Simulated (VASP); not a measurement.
Consider the following.

```xyz
2
Lattice="1.6220 -2.8093 0.0000 1.6220 2.8093 0.0000 0.0000 0.0000 5.1506" Properties=species:S:1:pos:R:3 pbc="T T T"
Zr     1.6220     0.9364     1.2876
Zr     1.6220    -0.9364     3.8629
```

These are r2SCAN meta-GGA, VASP's PBE PAW potentials (set 64) (plane waves; VASP) values and carry that method's errors. Numerical set-up: 480 eV cut-off, 12×12×8 Γ-centred mesh, first-order Methfessel-Paxton smearing of 0.10 eV, potentials Zr_sv.

Each row applies one change to this cell, which was relaxed at other settings and keeps the small stress of the first row; at a fixed cut-off the stress holds a Pulay part, so it need not integrate to ΔE exactly. Stress is in GPa, positive when the cell is compressed.

```json
[
 {"change": "none", "ΔE (meV/atom)": "0.0", "σxx": "0.15", "σyy": "0.15", "σzz": "0.14", "largest shear component, with its sign (GPa)": "0.00", "largest force (eV/Å)": "0.000"},
 {"change": "isotropic strain of -1.0 %", "ΔE (meV/atom)": "7.2", "σxx": "3.20", "σyy": "3.20", "σzz": "3.25", "largest shear component, with its sign (GPa)": "0.00", "largest force (eV/Å)": "0.000"},
 {"change": "uniaxial strain of -3.0 % along y", "ΔE (meV/atom)": "12.1", "σxx": "2.11", "σyy": "5.45", "σzz": "2.16", "largest shear component, with its sign (GPa)": "0.00", "largest force (eV/Å)": "0.078"},
 {"change": "atom 2 (Zr) moved by -0.025 Å along z", "ΔE (meV/atom)": "0.5", "σxx": "0.16", "σyy": "0.16", "σzz": "0.20", "largest shear component, with its sign (GPa)": "0.00", "largest force (eV/Å)": "0.084"},
 {"change": "uniaxial strain of -1.5 % along z", "ΔE (meV/atom)": "3.1", "σxx": "1.13", "σyy": "1.13", "σzz": "2.68", "largest shear component, with its sign (GPa)": "0.00", "largest force (eV/Å)": "0.000"},
 {"change": "atom 2 (Zr) moved by 0.200 Å along z", "ΔE (meV/atom)": "44.7", "σxx": "1.13", "σyy": "1.13", "σzz": "2.35", "largest shear component, with its sign (GPa)": "0.00", "largest force (eV/Å)": "1.018"},
 {"change": "atom 1 (Zr) moved by -0.100 Å along z", "ΔE (meV/atom)": "9.2", "σxx": "0.43", "σyy": "0.43", "σzz": "0.53", "largest shear component, with its sign (GPa)": "0.00", "largest force (eV/Å)": "0.414"},
 {"change": "uniaxial strain of +3.0 % along z", "ΔE (meV/atom)": "10.0", "σxx": "-1.60", "σyy": "-1.60", "σzz": "-4.66", "largest shear component, with its sign (GPa)": "0.00", "largest force (eV/Å)": "0.000"}
]
```

Failed runs are left out, and for metals the shear rows, which the mesh's noise covers.

The compound is Zr in the hcp structure.
